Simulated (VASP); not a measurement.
Input:

```xyz
4
Lattice="3.7592 0.0000 0.0000 0.0000 3.7592 0.0000 0.0000 0.0000 5.3051" Properties=species:S:1:pos:R:3 pbc="T T T"
Mg     1.8796     1.8796     2.6525
Cd     0.0000     0.0000     0.0000
S      0.0000     0.0000     2.6525
S      1.8796     1.8796     0.0000
```

All values below come from PBEsol GGA, VASP's PBE PAW potentials (set 64) (plane waves; VASP). Numerical set-up: 400 eV cut-off, Gaussian smearing of 0.050 eV, potentials Mg Cd S.

Q: Give the energies of bands 7 to 16 at the high-symmetry points, in eV from the valence-band maximum.

A: 
```tsv
band	Γ	X	M	Z	R	A
7	-7.21	-7.50	-6.87	-7.73	-7.70	-6.85
8	-4.82	-4.27	-4.82	-3.25	-5.81	-4.01
9	-2.44	-4.26	-4.82	-2.85	-4.81	-4.01
10	-2.44	-3.12	-2.53	-1.85	-1.23	-3.48
11	-0.85	-2.52	-2.41	-1.85	-1.13	-3.48
12	-0.83	-1.33	-2.41	-1.48	-0.11	-3.26
13	-0.83	-0.15	-2.35	-1.48	0.00	-3.00
14	0.54	4.47	0.07	3.28	3.36	3.68
15	2.21	4.56	1.87	3.90	3.46	4.25
16	4.46	5.93	4.67	4.88	5.71	6.77
```

The gap is indirect, 0.07 eV, from the valence maximum at R to the conduction minimum at M.

The structure comes from a computed database's MgCdS2 entry (P4/mmm); how it stands against other phases isn't given here. It was relaxed first.
